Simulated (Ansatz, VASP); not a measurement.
**AlGa3N4 in two plane-wave programs**

Aim: how closely do two programs agree when they are given the same cell, functional and k mesh? The cell is taken from a series of runs on this material, whose earlier steps may have relaxed, scaled, displaced or heated it; both programs get it as it stands.

Calculated with Ansatz 0.2.0; plane waves, with VASP 6.6.1 beside it; G0W0 gap at PBEsol.

## (1) The structure

It takes space group P-43m (No. 215, cubic). The conventional cell has a = 4.472 Å, b = 4.472 Å, c = 4.472 Å, α = 90.00°, β = 90.00°, γ = 90.00°. Nearest to Al lie 4 N at 1.89 Å. Nearest to Ga lie 4 N at 1.95 Å. Nearest to N lie 1 Al at 1.89 Å and 3 Ga at 1.95 Å. Farther neighbours and most contacts between anions are not listed.

Structure file:

```xyz
32
Lattice="8.9434 0.0000 0.0000 0.0000 8.9434 0.0000 0.0000 0.0000 4.4717" Properties=species:S:1:pos:R:3 pbc="T T T"
Al    0.0000    0.0000    0.0000
Al    0.0000    4.4717    0.0000
Al    4.4717    0.0000    0.0000
Al    4.4717    4.4717    0.0000
Ga    2.2358    2.2358    0.0000
Ga    2.2358    0.0000    2.2358
Ga    0.0000    2.2358    2.2358
Ga    2.2358    6.7075    0.0000
Ga    2.2358    4.4717    2.2358
Ga    0.0000    6.7075    2.2358
Ga    6.7075    2.2358    0.0000
Ga    6.7075    0.0000    2.2358
Ga    4.4717    2.2358    2.2358
Ga    6.7075    6.7075    0.0000
Ga    6.7075    4.4717    2.2358
Ga    4.4717    6.7075    2.2358
N     3.3793    3.3793    1.0924
N     3.3793    1.0924    3.3793
N     1.0924    3.3793    3.3793
N     1.0924    1.0924    1.0924
N     3.3793    7.8510    1.0924
N     3.3793    5.5641    3.3793
N     1.0924    7.8510    3.3793
N     1.0924    5.5641    1.0924
N     7.8510    3.3793    1.0924
N     7.8510    1.0924    3.3793
N     5.5641    3.3793    3.3793
N     5.5641    1.0924    1.0924
N     7.8510    7.8510    1.0924
N     7.8510    5.5641    3.3793
N     5.5641    7.8510    3.3793
N     5.5641    5.5641    1.0924
```

## (2) Ansatz: G0W0 gap, PBEsol

Ansatz runs on its default PAW (the set named soft_2) files.

Quasiparticle shifts depend on high empty states and on the cores, so they are the hardest test of two PAW sets.

File input.yaml:

```yaml
crystal:
  lattice:
    - [8.94337072, 0.0, 0.0]
    - [0.0, 8.94337072, 0.0]
    - [0.0, 0.0, 4.47168536]
  atoms:
    - { symbol: Al, position: [0.0, 0.0, 0.0] }
    - { symbol: Ga, position: [0.25, 0.25, 0.0] }
    - { symbol: Ga, position: [0.25, 0.0, 0.5] }
    - { symbol: Ga, position: [0.0, 0.25, 0.5] }
    - { symbol: "N", position: [0.37785721, 0.37785721, 0.24428558] }
    - { symbol: "N", position: [0.37785721, 0.12214279, 0.75571442] }
    - { symbol: "N", position: [0.12214279, 0.37785721, 0.75571442] }
    - { symbol: "N", position: [0.12214279, 0.12214279, 0.24428558] }
    - { symbol: Al, position: [0.0, 0.5, 0.0] }
    - { symbol: Ga, position: [0.25, 0.75, 0.0] }
    - { symbol: Ga, position: [0.25, 0.5, 0.5] }
    - { symbol: Ga, position: [0.0, 0.75, 0.5] }
    - { symbol: "N", position: [0.37785721, 0.87785721, 0.24428558] }
    - { symbol: "N", position: [0.37785721, 0.62214279, 0.75571442] }
    - { symbol: "N", position: [0.12214279, 0.87785721, 0.75571442] }
    - { symbol: "N", position: [0.12214279, 0.62214279, 0.24428558] }
    - { symbol: Al, position: [0.5, 0.0, 0.0] }
    - { symbol: Ga, position: [0.75, 0.25, 0.0] }
    - { symbol: Ga, position: [0.75, 0.0, 0.5] }
    - { symbol: Ga, position: [0.5, 0.25, 0.5] }
    - { symbol: "N", position: [0.87785721, 0.37785721, 0.24428558] }
    - { symbol: "N", position: [0.87785721, 0.12214279, 0.75571442] }
    - { symbol: "N", position: [0.62214279, 0.37785721, 0.75571442] }
    - { symbol: "N", position: [0.62214279, 0.12214279, 0.24428558] }
    - { symbol: Al, position: [0.5, 0.5, 0.0] }
    - { symbol: Ga, position: [0.75, 0.75, 0.0] }
    - { symbol: Ga, position: [0.75, 0.5, 0.5] }
    - { symbol: Ga, position: [0.5, 0.75, 0.5] }
    - { symbol: "N", position: [0.87785721, 0.87785721, 0.24428558] }
    - { symbol: "N", position: [0.87785721, 0.62214279, 0.75571442] }
    - { symbol: "N", position: [0.62214279, 0.87785721, 0.75571442] }
    - { symbol: "N", position: [0.62214279, 0.62214279, 0.24428558] }
kpoints:
  mp_grid: { grid: [1, 1, 2] }
hamiltonian:
  xc: pbesol
scf:
  occupations: { method: fixed }
gw:
  n_empty_bands: 376
  ecut_chi: 60.0
  qp_bands: [v1, c1]
  qp_kpoints: band_edges
  screening: { model: contour_deformation }
```

Run with:

```console
ansatz run input.yaml --threads 16 --pin off --max-ram 36864MiB --backend cpu --events-out ev --progress --plain --runs-dir out
```

Numbers of over 12 decimals in the logs are rounded to 6 here.

Output:

```text
Engine: ansatz 0.2.0, aarch64-unknown-linux-gnu
Pseudopotentials: kind: paw
Pseudopotential: Al, paw, valence charge 3, recommended cutoff 420 eV (normal), Al.paw.azcp
Pseudopotential: Ga, paw, valence charge 13, recommended cutoff 420 eV (normal), Ga.paw.azcp
Pseudopotential: N, paw, valence charge 5, recommended cutoff 420 eV (normal), N.paw.azcp
Functional definition: PBEsol
  exchange = pbesol_x
  correlation = pbesol_c
Crystal: 32 atoms, lattice volume = 357.663 Å³
Basis set: ecut = 420 eV, 6983 PW (Γ)
Bands: 156, of which v1, the nominal top of the filled ones, is band 124 counted from 1 (123 counted from 0)
Symmetry: 32 space group operations
Space group: P-43m (ITA 215), of the structure as read, at distance tolerance 7.1e-5 Å
k-points: 2
Non-local potential: Al, projectors of the file, l = 0: 2, l = 1: 2, l = 2: 1
Non-local potential: Ga, projectors of the file, l = 0: 2, l = 1: 2, l = 2: 3, l = 3: 1
Non-local potential: N, projectors of the file, l = 0: 2, l = 1: 2, l = 2: 1
PAW form: soft (Blöchl's): semilocal exchange-correlation on the pseudo side does not see the compensation charge
PAW frozen core: Al, regenerated for the run's functional, and the local potential with it (the file was generated under x = pbe(κ = 0.804, μ = 0.219515), c = pbe(β = 0.066725))
PAW frozen core: Ga, regenerated for the run's functional, and the local potential with it (the file was generated under x = pbe(κ = 0.804, μ = 0.219515), c = pbe(β = 0.066725))
PAW frozen core: N, regenerated for the run's functional, and the local potential with it (the file was generated under x = pbe(κ = 0.804, μ = 0.219515), c = pbe(β = 0.066725))
PAW one-centre angular grid: Al, 110 points (default); XC on 64 Gauss nodes
PAW one-centre angular grid: Ga, 590 points (default); XC on 64 Gauss nodes
PAW one-centre angular grid: N, 110 points (default); XC on 64 Gauss nodes
Initial density: superposition of atomic densities (neutral atoms: chi_scale 0, normalization atom), corrected by the library's trained network
Initial wavefunctions: pseudopotential atomic-orbital guess
Functional: x = pbesol(κ = 0.804, μ = 0.123457), c = pbesol(β = 0.046)
SCF iter   1: F=—  HF=-53096.835077 eV  |F-HF|=—  |Δ(HF+E_count)|=         —  Δρ=9.58e-3  dr2=3.04e-1  ethr=1.77e-3  ⟨swp⟩=5.0  Hψ=989  notcnv=0  defer=55
preconditioner: auto → Resta (q_TF=auto, 2.567 Å⁻¹)  ε∞=4.7  [insulator: Δε(μ)=2.190 eV  Ē_g=16.100 eV  n_scr=102 (ndim 8)  ℏωp=30.9 eV  f_vac=0.000  ε∞_Penn≈4.7]
SCF iter   2: F=—  HF=-53096.748976 eV  |F-HF|=—  |Δ(HF+E_count)|=   8.61e-2  Δρ=1.49e-3  dr2=7.52e-3  ethr=1.23e-4  ⟨swp⟩=2.0  Hψ=449  notcnv=0  defer=56
SCF iter   3: F=—  HF=-53096.747909 eV  |F-HF|=—  |Δ(HF+E_count)|=   1.07e-3  Δρ=6.34e-4  dr2=1.27e-3  ethr=3.03e-6  ⟨swp⟩=2.0  Hψ=324  notcnv=0  defer=56
SCF iter   4: F=—  HF=-53096.747891 eV  |F-HF|=—  |Δ(HF+E_count)|=   1.76e-5  Δρ=1.09e-4  dr2=4.13e-5  ethr=5.14e-7  ⟨swp⟩=2.5  Hψ=466  notcnv=0  defer=56
SCF iter   5: F=—  HF=-53096.747905 eV  |F-HF|=—  |Δ(HF+E_count)|=   1.38e-5  Δρ=8.52e-5  dr2=1.41e-5  ethr=1.67e-8  ⟨swp⟩=2.0  Hψ=505  notcnv=0  defer=55
SCF iter   6: F=—  HF=-53096.747895 eV  |F-HF|=—  |Δ(HF+E_count)|=   1.03e-5  Δρ=1.28e-5  dr2=3.46e-7  ethr=5.67e-9  ⟨swp⟩=2.0  Hψ=504  notcnv=0  defer=55
SCF iter   7: F=-53096.747895 eV  HF=-53096.747895 eV  |F-HF|=8.39e-9  |Δ(HF+E_count)|=   1.86e-7  Δρ=2.71e-6  dr2=2.40e-8  ethr=4.03e-11  ⟨swp⟩=15.5  Hψ=1371  notcnv=0
SCF 1 converged in 7 iterations: F = -53096.747895 eV  dr2 = 2.40e-8
  greatest PAW one-centre occupation: 0.995 electrons in one spin orbital (limit 2), on the Ga atom at site 27 (counted from 0), in its partial waves of l = 2
NSCF: frozen V_eff on 2 k-points
G₀W₀ screening: q 1/2
[... further progress lines ...]
NSCF: frozen V_eff on 1 k-points
NSCF: frozen V_eff on 1 k-points
[...]
SCF converged after 7 iterations
Free energy (F): -53096.747895 eV
Harris-Foulkes:  -53096.747895 eV  (|F-HF|=8.39e-9)
Internal energy: -53096.747895 eV  (E = F + TS)
E sigma→0 (E₀):  -53096.747895 eV
Fermi energy:    8.896404 eV
--- Per-component energies (eV) ---
  E_band       = -83.087424
  E_kinetic    = 3596.162059
  E_local      = -26045.983828  (includes V_loc(G=0)·N_el)
  E_nonlocal   = 5928.681654
  E_hartree    = 11907.353248
  E_xc         = -1933.211879
  E_vxc        = -2033.969142  (∫ρ·V_xc dr)
  E_paw        = -27225.206131  (= ΣΔE_a)
  E_vpaw       = -5342.685908  (= ΣTr[D̂ρ^β])
  E_aug_tail   = 0.000745  (compensation charges beyond the density's cutoff)
  E_ewald      = -19335.425634
  E_core_change = 10.881871  (= ΣΔE_core)
  E_smearing   = -0.000000  (= −TS)
  E_closure    = -0.000000  (closes the sum)
  Σ components = -53096.747895   (vs F -53096.747895, Δ=0.00e0)
--- Band table (eV) ---
  k-point 0: bands = [... 120 lower, 8.2900, 8.8964, 8.8964, 8.8964, 11.1521, 12.2056, 12.2056, 12.2056, ... 28 higher]
  k-point 1: bands = [... 120 lower, 8.2196, 8.2196, 8.2900, 8.2900, 13.6978, 13.7682, 13.7682, 13.7682, ... 28 higher]
--- G₀W₀: contour deformation, 6 samples at zero and on the imaginary axis and 1 off it, 2 q-points, 376 empty bands' worth ---
  eigenvalues of the whole cell's RPA ε∞ on this k-mesh (on a slab, of 1 + 4πα/V) = 9.0000, 9.0000, 9.0000; static W/v taken at q = 0 is 0.111111
  bands read: the sum over 500 bands ends inside a degenerate multiplet in 1 slot, whose members it reads at an even weight; the widest, k=1: bands 498 to 501 (counted from 1) at 3/4 each
  gw.qp_kpoints: band_edges: 2 of 2 stored k-points solved, in 1 pass; an edge of the gap read off the rows below is read off those points alone
    ik  band        ε_KS         Σx   Σc(E_QP)       V_xc       Z   E_QP_lin       E_QP  E_QP is
     0   124      8.8964   -23.2321     3.8406   -19.2844  0.7549     8.7890     8.7893  root
     0   125     11.1521   -10.7396    -4.0332   -15.5939  0.7818    11.9900    11.9732  root
     1   124      8.2900   -22.9053     3.8478   -18.9021  0.7530     8.1340     8.1345  root
     1   125     13.6978    -9.4923    -4.2603   -14.6169  0.7765    14.5824    14.5621  root
```

In the SCF lines HF is the Harris–Foulkes energy and dr2 the Hartree energy of the density residual, in eV; the loop may stop once dr2 is under the threshold and the program's other checks hold. Hψ counts applications of the Hamiltonian.

## (3) VASP: G0W0 gap, PBEsol

The same cell, functional and mesh now go to VASP, with its own data sets.

Lines of VASP's logs that name or quote its potential files are left out, and so is its time.

The run reads the wave functions of an earlier VASP run, which isn't shown here.

File INCAR:

```
SYSTEM = AlGa3N4
PREC = Accurate
ENCUT = 450
ISMEAR = 0
SIGMA = 0.01
LREAL = Auto
GGA = PS
NBANDS = 500
ALGO = EVGW0
NELMGW = 1
ENCUTGW = 60
NOMEGA = 64
PRECFOCK = Fast
NBANDSGW = 132
LWAVE = .FALSE.
LCHARG = .FALSE.
```

File POSCAR:

```
AlGa3N4
1.0
    8.9433707200      0.0000000000      0.0000000000
    0.0000000000      8.9433707200      0.0000000000
    0.0000000000      0.0000000000      4.4716853600
Al Ga N
4 12 16
Direct
    0.0000000000      0.0000000000      0.0000000000
    0.0000000000      0.5000000000      0.0000000000
    0.5000000000      0.0000000000      0.0000000000
    0.5000000000      0.5000000000      0.0000000000
    0.2500000000      0.2500000000      0.0000000000
    0.2500000000      0.0000000000      0.5000000000
    0.0000000000      0.2500000000      0.5000000000
    0.2500000000      0.7500000000      0.0000000000
    0.2500000000      0.5000000000      0.5000000000
    0.0000000000      0.7500000000      0.5000000000
    0.7500000000      0.2500000000      0.0000000000
    0.7500000000      0.0000000000      0.5000000000
    0.5000000000      0.2500000000      0.5000000000
    0.7500000000      0.7500000000      0.0000000000
    0.7500000000      0.5000000000      0.5000000000
    0.5000000000      0.7500000000      0.5000000000
    0.3778572100      0.3778572100      0.2442855800
    0.3778572100      0.1221427900      0.7557144200
    0.1221427900      0.3778572100      0.7557144200
    0.1221427900      0.1221427900      0.2442855800
    0.3778572100      0.8778572100      0.2442855800
    0.3778572100      0.6221427900      0.7557144200
    0.1221427900      0.8778572100      0.7557144200
    0.1221427900      0.6221427900      0.2442855800
    0.8778572100      0.3778572100      0.2442855800
    0.8778572100      0.1221427900      0.7557144200
    0.6221427900      0.3778572100      0.7557144200
    0.6221427900      0.1221427900      0.2442855800
    0.8778572100      0.8778572100      0.2442855800
    0.8778572100      0.6221427900      0.7557144200
    0.6221427900      0.8778572100      0.7557144200
    0.6221427900      0.6221427900      0.2442855800
```

File KPOINTS:

```
Automatic mesh
0
Gamma
1 1 2
0 0 0
```

The projector-augmented-wave data sets are Al_GW, Ga_d_GW and N_GW (PBE family, release 64).

Run with:

```console
export OMP_NUM_THREADS=3
mpirun -np 1 vasp_std
```

Output:

```text
[banner, memory and clock lines left out]
running    1 mpi-ranks, on    1 nodes
[...]
Offloading initialized ...    1 GPUs detected
[...]
|                                                                             |
|               ----> ADVICE to this user running VASP <----                  |
|                                                                             |
|     You enforced a specific xc type in the INCAR file but a different       |
|     [... a line on the potential file left out ...]
|     I HOPE YOU KNOW WHAT YOU ARE DOING!                                     |
|                                                                             |

|                                                                             |
|           W    W    AA    RRRRR   N    N  II  N    N   GGGG   !!!           |
|           W    W   A  A   R    R  NN   N  II  NN   N  G    G  !!!           |
|           W    W  A    A  R    R  N N  N  II  N N  N  G       !!!           |
[...]
34.114    0.000   36.009    0.000   38.146    0.000   40.579    0.000
   43.377    0.000   46.633    0.000   50.472    0.000   55.069    0.000
   60.673    0.000   67.654    0.000   76.588    0.000   88.414    0.000
  104.789    0.000  128.921    0.000  167.948    0.000  241.614    0.000
 responsefunction array rank=     374
 LDA part: xc-table for (Slater+PW92), standard interpolation

 min. memory requirement per mpi rank    638.9 MB, per node    638.9 MB

 allocating  64 responsefunctions rank=   374
 shmem allocating  64 responsefunctions rank=   374
 response function shared by NCSHMEM nodes    1
 Doing            64  frequencies on each core in blocks of            64
NQ=   1    0.0000    0.0000    0.0000,
|.........|.........|.........|.........|.........|.........|.........|.........
 performed        450000 updates of chi_q(r,r)
 total number of BLAS operations        480.14 Gflops
NQ=   2    0.0000    0.0000    0.5000,
|.........|.........|.........|.........|.........|.........|.........|.........
 performed        900000 updates of chi_q(r,r)
 total number of BLAS operations        984.25 Gflops
 resolving degeneracies of screened two electron integrals

 calculate QP shifts <psi_nk| G(iteration)W_0 |psi_nk>: iteration 1
 entering main loop
[key lines of the parts left out:]
E-fermi :   6.0682
```

From OUTCAR (step 3):

```text
 QP shifts <psi_nk| G(iteration)W_0 |psi_nk>: iteration 1
 for sc-GW calculations column KS-energies equals QP-energies in previous step
 and V_xc(KS)=  KS-energies - (<T + V_ion + V_H > + <T+V_H+V_ion>^1  + <V_x>^1)
 k-point   1 :       0.0000    0.0000    0.0000
  band No.  KS-energies  QP-energies   sigma(KS)   V_xc(KS)     V^pw_x(r,r')   Z            occupation Imag(sigma)
    ...
    121       4.3226       4.2042     -16.9549     -16.7985     -20.7587       0.7570       2.0000       0.1013
    122       4.9294       4.8649     -17.3067     -17.2215     -21.1209       0.7578       2.0000       0.0973
    123       4.9294       4.8649     -17.3067     -17.2215     -21.1209       0.7578       2.0000       0.0973
    124       4.9294       4.8649     -17.3067     -17.2215     -21.1209       0.7578       2.0000       0.0973
    125       7.2070       8.0606     -12.2554     -13.3571      -8.4708       0.7748       0.0000      -0.0861
    126       8.2438       8.7306     -10.1505     -10.7732      -6.2253       0.7818       0.0000      -0.0854
    127       8.2438       8.7306     -10.1505     -10.7732      -6.2253       0.7818       0.0000      -0.0854
    128       8.2438       8.7306     -10.1505     -10.7732      -6.2253       0.7818       0.0000      -0.0854
    ...

[... 3 further parts left out ...]
[key lines of the parts left out:]
E-fermi :   6.0682
```

## (4) Side by side

Known differences besides the potentials themselves: fixed occupations in Ansatz, narrow Gaussian smearing in VASP; the cutoff is 420 eV in Ansatz and 450 eV in VASP (PREC = Accurate, projectors in real space); Ansatz makes its cores anew for this functional, VASP keeps those of its PBE data sets; VASP leaves aspherical gradient terms in its spheres out (LASPH is not set), Ansatz keeps them; Ansatz integrates over frequency by contour deformation, VASP on a grid of NOMEGA points; Ansatz's G0W0 levels solve the quasiparticle equation, VASP's are linearised. Total energies have different zeros and are not compared.

The two programs side by side:

```csv
quantity,Ansatz,VASP,difference
G0W0 gap on the mesh (eV),3.18,3.20,-0.01
Kohn-Sham gap under it (eV),2.26,2.28,-0.02
```

## (5) Outcome

```
difference in G0W0 gap on the mesh (G0W0 gap, PBEsol) : -0.012 eV
```

In words: The difference in G0W0 gap on the mesh is -0.012 eV (G0W0 gap, PBEsol). Such differences can come from data sets, numerical settings and the points named under the comparisons, not from the functional's error against experiment.

[Lines on the potential files, build, host, timing and source positions are cut from VASP's logs without a mark.]

[Logs are printed without paths, hosts, clocks, repeated set-up lines and the standing remarks that a program may print on its own settings, such as how far it seeks lower states.]

[Hosts, paths, dates, database ids (printed as entryN), source tags and the programs' standing remarks are cut or masked in the printed files.]
